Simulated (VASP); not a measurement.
An input for Ansatz (written as the equivalent of a VASP run, and not itself run):

Ansatz 0.2 input:
```yaml
crystal:
  lattice:
    - [0.0000000, 3.1256002, 3.1256002]
    - [3.1256002, 0.0000000, 3.1256002]
    - [3.1256002, 3.1256002, 0.0000000]
  atoms:
    - { symbol: K, position: [0.0000000, 0.0000000, 0.0000000] }
    - { symbol: Cl, position: [0.4760046, 0.4760046, 0.5239954] }
kpoints:
  mp_grid: { grid: [8, 8, 8] }
hamiltonian:
  xc: pbesol
  pseudopotentials: { kind: paw }
scf:
  occupations: { method: gaussian, width: 0.05 }
  max_iter: 100
output: { forces: true, stress: true, eigenvalues: true }
```

Task: Write the VASP files for the same calculation (PBEsol).

Result: One answer among several that fit: 
KPOINTS:
```
Automatic mesh
0
Gamma
8 8 8
0 0 0
```

INCAR:
```
SYSTEM=KCl
PREC=Accurate; ENCUT=480; LREAL=F
LASPH=T
EDIFF=1E-7; NELM=100; ALGO=Normal
ISMEAR=0; SIGMA=0.05
GGA=PS
ISIF=2
LWAVE=F; LCHARG=F
```

File POSCAR:
```
KCl
1
    0.0000000000     3.1256001620     3.1256001620
    3.1256001620    -0.0000000000     3.1256001620
    3.1256001620     3.1256001620    -0.0000000000
K Cl
1 1
Direct
  0.0000000000   0.0000000000   0.0000000000
  0.4760046084   0.4760046084   0.5239953916
```

POTCAR, in this order: K_sv Cl (PBE.64 set). Program: vasp_std.

Limits of the translation: each code has its own PAW files, so the cut-off isn't converted (ENCUT is set for VASP's; basis.ecutwfc is left out, and Ansatz then takes the one that its files recommend); Ansatz stops its SCF on the density residual and VASP on the energy change (EDIFF).

The compound is KCl in the rock salt structure. This cell was strained or had an atom moved on purpose.
